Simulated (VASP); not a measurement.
A run of VASP 6.6.1:

The input INCAR:

```
PREC = Accurate
ENCUT = 600
EDIFF = 1E-7
ISMEAR = 1
SIGMA = 0.1
LREAL = False
LASPH = True
NELM = 80
ALGO = Normal
ISIF = 3
LWAVE = False
LCHARG = False
METAGGA = R2SCAN
LMIXTAU = True
IBRION = 2
NSW = 90
EDIFFG = -0.005
```

Contents of KPOINTS:

```
Automatic mesh
0
Gamma
  14 14 14
```

The input POSCAR:

```
AlNi                                    
1.0
    2.8614535650     -0.0000000000      0.0000000000
    0.0000000000      2.8614535650      0.0000000000
   -0.0000000000     -0.0000000000      2.8614535650
  Al              Ni            
     1     1
Direct
     0.0000000000000000    0.0000000000000000    0.0000000000000000
     0.5000000000000000    0.5000000000000000    0.5000000000000000
```

Potentials or basis: VASP PAW PBE potentials, release 64 (Al, Ni).

Command:

```bash
$ cat potpaw_PBE.64/Al/POTCAR potpaw_PBE.64/Ni/POTCAR > POTCAR
$ mpirun -np 1 vasp_std > vasp.out
```

Hardware: 1 thread of Intel(R) Xeon(R) 6975P-C (Granite Rapids), with other jobs on the host.

Question: How long does it take, and how much memory?

Answer: Run time: 36 s on 1 thread of Intel(R) Xeon(R) 6975P-C (Granite Rapids), with other jobs on the host, peak memory 0.17 GiB. Counts: scf iterations 17, k points 120, ion steps 1.
